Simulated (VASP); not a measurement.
```
CELL_PARAMETERS angstrom
      0.00000     2.38850     2.38850
      2.38850     0.00000     2.38850
      2.38850     2.38850     0.00000
ATOMIC_POSITIONS crystal
  Ca 0.00000 0.00000 0.00000
  O  0.50000 0.50000 0.50000
```

These are PBEsol GGA, VASP's PBE PAW potentials (set 64) (plane waves; VASP 6.6.1) values and carry that method's errors. Run with 520 eV cut-off, Gaussian smearing of 0.050 eV, potentials Ca_sv O.

Task: Give the energies of bands 6 to 11 at the high-symmetry points, in eV from the valence-band maximum.

Result: 
| band | Γ | X | U | L | W |
|---|---|---|---|---|---|
| 6 | 0.00 | -1.31 | -1.38 | -2.74 | -1.34 |
| 7 | 0.00 | -0.37 | -1.23 | -1.26 | -1.08 |
| 8 | 0.00 | -0.37 | -0.81 | -1.26 | -1.08 |
| 9 | 4.71 | 3.53 | 5.09 | 7.10 | 6.32 |
| 10 | 6.24 | 8.18 | 8.06 | 8.47 | 6.32 |
| 11 | 6.24 | 9.03 | 8.71 | 8.48 | 8.53 |

The gap is indirect, 3.53 eV, from the valence maximum at Γ to the conduction minimum at X.

The structure was generated: CaO was put into the rock salt type (Fm-3m), which need not be its known phase. It was relaxed first, which changed the volume by -24 %.
